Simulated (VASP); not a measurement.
BN:

```xyz
2
Lattice="0.0000 1.8130 1.8130 1.8130 0.0000 1.8130 1.8130 1.8130 0.0000" Properties=species:S:1:pos:R:3 pbc="T T T"
N     0.9065    0.9065    0.9065
B     0.0000    0.0000    0.0000
```

The cell is a database's computed one.

Base run:

| Item | Value |
| --- | --- |
| Program | VASP 6.6.1 |
| Functional | PBE0 |
| Potentials or basis | VASP PAW PBE potentials, release 64 (N, B) |
| Cutoff | 520 eV |
| k mesh | 8 × 8 × 8 |
| Occupations | gaussian, width 0.02 eV |
| Spin | no spin polarisation |

Its results: band gap on the k mesh 6.53 eV, indirect (least direct gap 11.27 eV); pressure -9.0 GPa.

**Question.** The run is repeated on the same cell with these changes: functional from PBE0 to HSE06; further incar settings from ALGO = Normal; EDIFF = 1e-06; NBANDS = 11 to ALGO = Normal; EDIFF = 1e-07. What comes out?

**Answer.** Band gap on the k mesh 5.78 eV, indirect (least direct gap 10.53 eV); pressure -9.1 GPa.

Caveats: the PAW data sets were made with another functional, which shifts forces and pressure a little.

Not every run made on this cell is shown here.
